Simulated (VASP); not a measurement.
Given:

```
GaSb
1.0
    0.00000     3.03616     3.03616
    3.03616     0.00000     3.03616
    3.03616     3.03616     0.00000
Ga Sb
1 1
Cartesian
  0.00000   0.00000   0.00000
  1.51808   1.51808   1.51808
```

The numbers are results of r2SCAN meta-GGA, VASP's PBE PAW potentials (set 64) (plane waves; VASP 6.6.1), not measurements. Numerical set-up: 520 eV cut-off, 8×8×8 Γ-centred mesh, Gaussian smearing of 0.050 eV, potentials Ga_d Sb.

**Question.** Give the stress tensor in GPa (positive for a compressed cell).

**Answer.** 
```
1.79  0.00  0.00
0.00  1.79  0.00
0.00  0.00  1.79
```
The pressure is its mean diagonal, 1.79 GPa.

The compound is GaSb in the zinc blende structure. This cell is one point of a volume scan, at 0.97 of the reference volume.
